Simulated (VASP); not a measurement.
VASP input:

KPOINTS:
```
K-points
0
Gamma
 6 6 6
0 0 0
```

File POSCAR:
```
ReRh2
1
    0.0000000000     3.5873990000     3.5873990000
    3.5873990000     0.0000000000     3.5873990000
    3.5873990000     3.5873990000     0.0000000000
Rh Re
4 2
Direct
  0.1250000000   0.1250000000   0.1250000000
  0.6250000000   0.1250000000   0.1250000000
  0.1250000000   0.6250000000   0.1250000000
  0.1250000000   0.1250000000   0.6250000000
  0.7500000000   0.7500000000   0.7500000000
  0.5000000000   0.5000000000   0.5000000000
```

**INCAR**
```
ALGO = Normal
EDIFF = 1E-6
ENCUT = 300
GGA = PE
ISIF = 2
ISMEAR = 0
LASPH = .TRUE.
LCHARG = .FALSE.
LMAXMIX = 6
LREAL = .FALSE.
LWAVE = .FALSE.
NELM = 100
PREC = Accurate
SIGMA = 0.1
SYSTEM = ReRh2
```

POTCAR, in this order: Rh_pv Re (PBE.64 set). Program: vasp_std.

Translate this PBE calculation to Ansatz.

One equivalent input (not run):
Ansatz 0.2 input:
```yaml
crystal:
  lattice:
    - [0.0000000, 3.5873990, 3.5873990]
    - [3.5873990, 0.0000000, 3.5873990]
    - [3.5873990, 3.5873990, 0.0000000]
  atoms:
    - { symbol: Rh, position: [0.1250000, 0.1250000, 0.1250000] }
    - { symbol: Rh, position: [0.6250000, 0.1250000, 0.1250000] }
    - { symbol: Rh, position: [0.1250000, 0.6250000, 0.1250000] }
    - { symbol: Rh, position: [0.1250000, 0.1250000, 0.6250000] }
    - { symbol: Re, position: [0.7500000, 0.7500000, 0.7500000] }
    - { symbol: Re, position: [0.5000000, 0.5000000, 0.5000000] }
kpoints:
  mp_grid: { grid: [6, 6, 6] }
hamiltonian:
  xc: pbe
  pseudopotentials: { kind: paw }
scf:
  occupations: { method: gaussian, width: 0.1 }
  max_iter: 100
output: { forces: true, stress: true, eigenvalues: true }
```
Limits of the translation: each code has its own PAW files, so the cut-off isn't converted (ENCUT is set for VASP's; basis.ecutwfc is left out, and Ansatz then takes the one that its files recommend); Ansatz stops its SCF on the density residual and VASP on the energy change (EDIFF).

The structure was generated: ReRh2 was put into an ordered model structure, which need not be its known phase. The cell was not relaxed at this level.
